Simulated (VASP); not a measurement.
An input for Ansatz (written as the equivalent of a VASP run, and not itself run):

Ansatz 0.2 input:
```yaml
crystal:
  lattice:
    - [-3.3517970, 3.3517970, 2.6969760]
    - [3.3517970, -3.3517970, 2.6969760]
    - [3.3517970, 3.3517970, -2.6969760]
  atoms:
    - { symbol: Ge, position: [0.1580000, 0.6580000, 0.8160000] }
    - { symbol: Ge, position: [0.3420000, 0.1580000, 0.5000000] }
    - { symbol: Ge, position: [0.6580000, 0.8420000, 0.5000000] }
    - { symbol: Ge, position: [0.8420000, 0.3420000, 0.1840000] }
    - { symbol: Mo, position: [0.7500000, 0.7500000, 0.0000000] }
    - { symbol: Mo, position: [0.2500000, 0.2500000, 0.0000000] }
kpoints:
  mp_grid: { grid: [3, 3, 3] }
hamiltonian:
  xc: pbe
  pseudopotentials: { kind: paw }
scf:
  occupations: { method: fermi_dirac, width: 0.1 }
  max_iter: 100
output: { forces: true, stress: true, eigenvalues: true }
```

Question: Translate this input to VASP (INCAR, KPOINTS, POSCAR, choice of POTCAR).

Answer: This is not unique; one that fits is 
INCAR:
```
SYSTEM=Ge2Mo
PREC=Accurate; ENCUT=300; LREAL=.False.
LASPH=.True.
EDIFF=1E-6; NELM=100; ALGO=Normal
LMAXMIX=4
ISMEAR=-1; SIGMA=0.1
GGA=PE
ISIF=2
LWAVE=.False.; LCHARG=.False.
```

### POSCAR
```
Ge2Mo
5.4536930
 -0.6145921672   0.6145921672   0.4945228857
  0.6145921672  -0.6145921672   0.4945228857
  0.6145921672   0.6145921672  -0.4945228857
Ge Mo
4 2
direct
  0.1580000000   0.6580000000   0.8160000000
  0.3420000000   0.1580000000   0.5000000000
  0.6580000000   0.8420000000   0.5000000000
  0.8420000000   0.3420000000   0.1840000000
  0.7500000000   0.7500000000   0.0000000000
  0.2500000000   0.2500000000   0.0000000000
```

**KPOINTS**
```
Automatic mesh
0
Gamma
3 3 3
0 0 0
```

POTCAR, in this order: Ge_d Mo_sv (PBE.64 set). Program: vasp_std.

Limits of the translation: each code has its own PAW files, so the cut-off isn't converted (ENCUT is set for VASP's; basis.ecutwfc is left out, and Ansatz then takes the one that its files recommend); Ansatz stops its SCF on the density residual and VASP on the energy change (EDIFF).

The structure was generated: Ge2Mo was put into an ordered model structure, which need not be its known phase. The cell was not relaxed at this level. The k-mesh is coarse (spacing up to 0.50 per Å, 2π included), so the numbers may not be converged in it.
